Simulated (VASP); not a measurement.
CsP2:

```
Cs P
1.0
     5.04632    0.00000    0.00000
     0.00000    5.04632    0.00000
     0.00000    0.00000    7.13658
Cs P
1 2
Direct
  0.00000 0.00000 0.00000
  0.50000 0.00000 0.25000
  0.00000 0.50000 0.75000
```

The cell was built by a generator and needn't be a form met in nature.

The cell isn't the ideal one: ordered vacancies on the cation sites of zinc blende (P-4m2, No. 115).

```yaml
Program: VASP 6.6.1
Task: relaxation of cell and atoms
Functional: PBE
Potentials_or_basis: VASP PAW PBE potentials, release 64 (Cs_sv, P)
Cutoff: 600 eV
k_mesh: 4 × 4 × 4
Occupations: gaussian, width 0.1 eV
Spin: no spin polarisation
```

At the start: pressure 0.3 GPa; volume 60.58 Å³/atom.

**Question.** Where does the relaxation end?

**Answer.** Over 24 steps the energy falls by 740.8 meV/atom and the volume is 35.37 Å³/atom (-41.6 %); space group P4/mmm (No. 123, to 0.05 Å).

The path:
| step | energy change (eV) | largest force (eV/Å) | pressure (GPa) | volume (Å³) |
| --- | --- | --- | --- | --- |
| 1 | 0.0000 | 0.5608 | 0.34 | 181.74 |
| 2 | -0.0390 | 0.5503 | 0.18 | 185.10 |
| 3 | -0.1360 | 0.5269 | -0.21 | 195.38 |
| 4 | -0.2580 | 0.4823 | -0.79 | 216.77 |
| 5 | -0.2439 | 0.3367 | -1.38 | 262.90 |
| 6 | -0.2907 | 0.4385 | -1.09 | 232.90 |
| 7 | -0.3235 | 0.4613 | -1.15 | 232.37 |
| 8 | -0.4279 | 0.5218 | -1.34 | 230.70 |
| 9 | -0.6473 | 0.5828 | -1.69 | 226.92 |
| 10 | -0.9887 | 0.4336 | -2.15 | 217.56 |
| 11 | -1.2175 | 0.0117 | -2.29 | 191.25 |
| 12 | -1.5954 | 0.1368 | -2.38 | 162.17 |
| 13 | -1.5682 | 0.9582 | 4.66 | 91.79 |
| 14 | -1.9101 | 0.2166 | -2.13 | 137.84 |
| 15 | -1.9799 | 0.6854 | 0.74 | 104.68 |
| 16 | -2.0376 | 0.3843 | -1.49 | 122.56 |
| 17 | -2.0525 | 0.4678 | -1.05 | 117.24 |
| 18 | -2.0508 | 0.4470 | -1.17 | 118.50 |
| 19 | -2.1273 | 0.3594 | -0.92 | 114.44 |
| 20 | -2.2160 | 0.0055 | 0.55 | 102.79 |
| 21 | -2.2189 | 0.0694 | 0.22 | 104.70 |
| 22 | -2.2190 | 0.0566 | 0.27 | 104.36 |
| 23 | -2.2221 | 0.0108 | 0.05 | 105.64 |
| 24 | -2.2223 | 0.0059 | -0.03 | 106.11 |

Final structure:
```
Cs P
1.0
     5.53091    0.00000    0.00000
     0.00000    5.53091    0.00000
     0.00000    0.00000    3.46879
Cs P
1 2
Cartesian
  5.5309 0.0000 0.0000
  2.7655 0.0000 1.7320
  0.0000 2.7655 1.7368
```

Caveat: the volume moved by over 15 % at a fixed basis, so the end points are rough.
